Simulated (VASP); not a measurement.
V:

```
V
1.0
    -1.51294    1.51294    1.51294
     1.51294   -1.51294    1.51294
     1.51294    1.51294   -1.51294
V
1
Direct
  0.00000 0.00000 0.00000
```

| Property | Result |
| --- | --- |
| Program | VASP 6.6.1 |
| Task | relaxation of cell and atoms |
| Functional | PBEsol |
| Potentials or basis | VASP PAW PBE potentials, release 64 (V_sv) |
| Cutoff | 600 eV |
| k mesh | 8 × 8 × 8 |
| Occupations | gaussian, width 0.1 eV |
| Spin | no spin polarisation |

At the start: pressure -12.7 GPa; volume 13.85 Å³/atom.

Where does the relaxation end?

Over 4 steps the energy falls by 41.7 meV/atom and the volume is 12.86 Å³/atom (-7.1 %); space group Im-3m (No. 229, to 0.05 Å).

The path:
```
step  energy change (eV)  largest force (eV/Å)  pressure (GPa)  volume (Å³)
   1              0.0000                0.0000          -12.66        13.85
   2              0.0263                0.0000           21.60        11.77
   3             -0.0417                0.0000           -0.29        12.88
   4             -0.0417                0.0000            0.01        12.86
```

Final structure:
```cif
data_structure
_symmetry_space_group_name_H-M 'P 1'
_symmetry_Int_Tables_number 1
_cell_length_a 2.5566
_cell_length_b 2.5566
_cell_length_c 2.5566
_cell_angle_alpha 109.471
_cell_angle_beta 109.471
_cell_angle_gamma 109.471
_cell_volume 12.86
loop_
_atom_site_label
_atom_site_type_symbol
_atom_site_fract_x
_atom_site_fract_y
_atom_site_fract_z
_atom_site_occupancy
V1 V 0.00000 0.00000 0.00000 1
```

Caveat: the k mesh is coarse (spacing up to 0.37 Å⁻¹), so the values aren't converged; the PAW data sets were made with another functional, which shifts forces and pressure a little.
